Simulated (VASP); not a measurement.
VASP ran on this input.

POSCAR:
```
CsPbBr3
1
    6.0925870000     0.0000000000     0.0000000000
    0.0000000000     6.0925870000     0.0000000000
    0.0000000000     0.0000000000     6.0925870000
Cs Pb Br
1 1 3
Direct
  0.0000000000   0.0000000000   0.0000000000
  0.5000000000   0.5000000000   0.5000000000
  0.5000000000   0.5000000000   0.0000000000
  0.0000000000   0.5000000000   0.5000000000
  0.5000000000   0.0000000000   0.5000000000
```

INCAR:
```
PREC=Accurate
ISIF=2   ! forces and stress, cell fixed
ALGO=Normal   ! blocked Davidson
EDIFF=1E-6   ! SCF stop (eV)
LCHARG=F
LREAL=F   ! projection in real space or not
ENCUT=300
GGA=PE   ! PBE
LWAVE=F
LASPH=T   ! aspherical one-centre terms
LMAXMIX=4   ! l cut-off of mixed one-centre charges
SIGMA=0.01   ! width (eV)
NELM=100
ISMEAR=0   ! Gaussian
SYSTEM=CsPbBr3
```

**KPOINTS**
```
K-points
0
G
5 5 5
0 0 0
```

POTCAR, in this order: Cs_sv Pb_d Br (PBE.64 set). Program: vasp_std.

Task: Translate this PBE calculation to Quantum ESPRESSO's pw.x.

Result: One equivalent input (not run):
```
&CONTROL
  calculation = 'scf'
  pseudo_dir = './pseudo'
  outdir = './out'
  tprnfor = .true.
  tstress = .true.
/
&SYSTEM
  ibrav = 0
  nat = 5
  ntyp = 3
  ecutwfc = 62.5
  occupations = 'smearing'
  smearing = 'gaussian'
  degauss = 0.000735
  input_dft = 'pbe'
/
&ELECTRONS
  conv_thr = 7.3e-08
  electron_maxstep = 100
/
ATOMIC_SPECIES
  Cs 132.905 Cs.upf
  Pb 207.200 Pb.upf
  Br 79.904 Br.upf
CELL_PARAMETERS angstrom
     6.0925870    0.0000000    0.0000000
     0.0000000    6.0925870    0.0000000
     0.0000000    0.0000000    6.0925870
ATOMIC_POSITIONS crystal
  Cs   0.0000000  0.0000000  0.0000000
  Pb   0.5000000  0.5000000  0.5000000
  Br   0.5000000  0.5000000  0.0000000
  Br   0.0000000  0.5000000  0.5000000
  Br   0.5000000  0.0000000  0.5000000
K_POINTS automatic
  5 5 5 0 0 0
```
Limits of the translation: the potentials are each code's own (VASP's PAW set, PseudoDojo norm-conserving files in pw.x), so ENCUT and ecutwfc are chosen apart and not converted; conv_thr bounds pw.x's estimated SCF error, while EDIFF bounds the energy change between steps.

The structure comes from a computed database's CsPbBr3 entry; how it stands against other phases isn't given here. The cell was not relaxed at this level.
